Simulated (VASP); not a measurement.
Given:

```yaml
crystal:
  lattice:
    - [1.78500, -3.09171, 0.00000]
    - [1.78500, 3.09171, 0.00000]
    - [0.00000, 0.00000, 5.66100]
  atoms:
    - { symbol: Lu, position: [0.33333, 0.66667, 0.25000] }
    - { symbol: Lu, position: [0.66667, 0.33333, 0.75000] }
```

Computed with PBE GGA, VASP's PBE PAW potentials (set 64) (plane waves; VASP). Settings: EDIFF = 1E-2, 400 eV cut-off, 11×11×6 Γ-centred mesh, first-order Methfessel-Paxton smearing of 0.10 eV, potentials Lu_3.

Problem. Give the stress tensor in GPa (positive for a compressed cell).

Solution. 
```
-1.97   0.00   0.00
 0.00  -1.97   0.00
 0.00   0.00  -3.05
```
The pressure is its mean diagonal, -2.33 GPa.

The compound is Lu in the hcp structure. The cell was not relaxed at this level. The run is one of a series of settings (EDIFF = 1E-2 against the base run), some of them coarse on purpose.
